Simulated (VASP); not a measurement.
A VASP calculation is set up with these files.

KPOINTS:
```
Automatic mesh
0
Gamma
12 12 7
0 0 0
```

**INCAR**
```
SYSTEM = Zr
PREC = Accurate
ENCUT = 520
EDIFF = 1E-6
NELM = 100
ALGO = Normal
LREAL = .FALSE.
LASPH = .TRUE.
ISMEAR = 1
SIGMA = 0.1
GGA = RP
LMAXMIX = 4
LWAVE = .FALSE.
LCHARG = .FALSE.
IBRION = 2
ISIF = 3
NSW = 60
EDIFFG = -0.01
```

**POSCAR**
```
Zr
1
    1.6150000000    -2.7972620000     0.0000000000
    1.6150000000     2.7972620000     0.0000000000
    0.0000000000     0.0000000000     5.1500000000
Zr
2
Direct
  0.3333330000   0.6666670000   0.2500000000
  0.6666670000   0.3333330000   0.7500000000
```

POTCAR, in this order: Zr_sv (PBE.64 set). Program: vasp_std.

Task: Write an equivalent input for Ansatz.

Result: One equivalent input (not run):
Ansatz 0.2 input:
```yaml
crystal:
  lattice:
    - [1.6150000, -2.7972620, 0.0000000]
    - [1.6150000, 2.7972620, 0.0000000]
    - [0.0000000, 0.0000000, 5.1500000]
  atoms:
    - { symbol: Zr, position: [0.3333330, 0.6666670, 0.2500000] }
    - { symbol: Zr, position: [0.6666670, 0.3333330, 0.7500000] }
kpoints:
  mp_grid: { grid: [12, 12, 7] }
hamiltonian:
  xc: rpbe
  pseudopotentials: { kind: paw }
scf:
  occupations: { method: methfessel_paxton, width: 0.1 }
  max_iter: 100
relax:
  max_steps: 60
  f_tol: 0.01
  cell: {}
output: { forces: true, stress: true, eigenvalues: true }
```
The two are equivalent in intent, not identical: each code has its own PAW files, so the cut-off isn't converted (ENCUT is set for VASP's; basis.ecutwfc is left out, and Ansatz then takes the one that its files recommend); Ansatz stops its SCF on the density residual and VASP on the energy change (EDIFF).

The compound is Zr in the hcp structure. This run relaxes it. Symmetry was kept, so distortions that lower it aren't found.
